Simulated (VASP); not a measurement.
Consider the following.

```xyz
2
Lattice="2.8330 0.0000 0.0000 0.0000 2.8330 0.0000 0.0000 0.0000 3.5385" Properties=species:S:1:pos:R:3 pbc="T T T"
Cu     0.0000     0.0000     0.0000
Au     1.4165     1.4165     1.7693
```

These are revTPSS meta-GGA, VASP's PBE PAW potentials (set 64) (plane waves; VASP) values and carry that method's errors. Run with 520 eV cut-off, 14×14×12 Γ-centred mesh, tetrahedra with Blöchl corrections, potentials Cu Au.

Unless said otherwise, spin-orbit coupling is left out, though it shifts the bands of the heavy elements here.

Estimate the energy per atom (σ→0), band gap (over mesh and band path) with the smallest direct gap where there is one.

```
Item                                                                  Result
----------------------------------  ----------------------------------------
band gap (over mesh and band path)  none (metal, semimetal or under 0.01 eV)
energy per atom (σ→0)                                         19.385 eV/atom
```

Total energies compare only between runs with the same potentials, cut-off and functional.

The compound is CuAu in the L1_0 structure. It was relaxed first.
